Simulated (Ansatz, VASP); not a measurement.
# Two plane-wave programs on Ta4Ag

```
Ta Ag
1.0
     4.83455    0.00000    0.00000
     0.00000    4.83455    0.00000
     0.00000    0.00000    4.83455
Ta Ag
4 1
Direct
  0.00000 0.50000 0.50000
  0.50000 0.00000 0.50000
  0.50000 0.50000 0.00000
  0.00000 0.00000 0.00000
  0.50000 0.50000 0.50000
```

Alike in both runs: functional PBE; k mesh 8 × 8 × 8; occupations gaussian, width 0.1 eV; no spin polarisation.

Ansatz relaxed the structure, and its values are those at the end. VASP's run is a single point on that final structure, the one shown.

|  | VASP | Ansatz |
| --- | --- | --- |
| version | VASP 6.6.1 | Ansatz 0.2.0 |
| potentials or method | VASP PAW PBE potentials, release 64 (Ta_pv, Ag) | scalar-relativistic, plane waves, PAW |
| plane-wave cutoff (eV) | 520 | 420 |
| valence electrons in the cell | 55 | 71 |

VASP gave:

* gap on the k mesh at the Fermi level (eV): none
* pressure (GPa): -0.2

**Question.** What did Ansatz give for the same quantities?

**Answer.** gap on the k mesh at the Fermi level (eV): none; pressure (GPa): 0.0.

A gap of «none» marks a metal or a gap that the smearing closes. The two sets of potentials don't hold the same shells in valence.

The runs have no spin-orbit coupling, so splittings on Ta are missing.
